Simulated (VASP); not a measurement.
```xyz
1
Lattice="0.0000 1.8144 1.8144 1.8144 0.0000 1.8144 1.8144 1.8144 0.0000" Properties=species:S:1:pos:R:3 pbc="T T T"
Cu     0.0000     0.0000     0.0000
```

These are PBE GGA, VASP's PBE PAW potentials (set 64) (plane waves; VASP) values and carry that method's errors. Numerical set-up: 480 eV cut-off, 16×16×16 Γ-centred mesh, first-order Methfessel-Paxton smearing of 0.10 eV, potentials Cu.

Energy and stress use the plane-wave basis of the starting cell.

Q: The ions, cell shape and volume at an external pressure of 10.0 GPa are relaxed. Which structure does the run end with?

A: 
```xyz
1
Lattice="0.0000 1.7801 1.7801 1.7801 0.0000 1.7801 1.7801 1.7801 0.0000" Properties=species:S:1:pos:R:3 pbc="T T T"
Cu     0.0000     0.0000     0.0000
```
Space group Fm-3m (225), at a tolerance of 0.03 Å.

Q: How do energy and volume change from the first to the last step?

A: The energy (σ→0) changes by +20.2 meV/atom and the volume by -5.6 %, in 3 ionic steps.

The compound is Cu in the fcc structure. This run relaxes it under an external pressure of 10 GPa. Symmetry was kept, so distortions that lower it aren't found.
